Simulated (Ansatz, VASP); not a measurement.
**NaTaO2: VASP beside Ansatz**

```xyz
4
Lattice="3.3213 0.0000 0.0000 -1.6606 2.8763 0.0000 0.0000 0.0000 5.7978" Properties=species:S:1:pos:R:3 pbc="T T T"
Na    0.0000    0.0000    0.0000
Ta    0.0000    0.0000    2.8989
O     0.0000    1.9175    0.0000
O     1.6606    0.9588    0.0000
```

Alike in both runs: task single point; functional PBE; k mesh 6 × 6 × 4; occupations gaussian, width 0.1 eV; no spin polarisation.

|  | VASP | Ansatz |
| --- | --- | --- |
| version | VASP 6.6.1 | Ansatz 0.2.0 |
| potentials or method | VASP PAW PBE potentials, release 64 (Na_pv, Ta_pv, O) | scalar-relativistic, plane waves, PAW |
| plane-wave cutoff (eV) | 520 | 420 |
| valence electrons in the cell | 30 | 34 |

```csv
,VASP,Ansatz,Ansatz less VASP
gap on the k mesh at the Fermi level (eV),none,none,-
pressure (GPa),23.0,22.1,-0.97
largest component of the traceless stress (GPa),15.49,14.53,-0.969
```

A gap of «none» marks a metal or a gap that the smearing closes. The functional is the same, so the differences come from potentials, cutoffs and numerics. The two sets of potentials don't hold the same shells in valence.

Caveats: the k mesh is coarse (spacing up to 0.36 Å⁻¹), so the values aren't converged; so large a pressure means that the cell lies far from this level's equilibrium, or that cutoff or potentials fall short (VASP). The runs have no spin-orbit coupling, so splittings on Ta are missing.
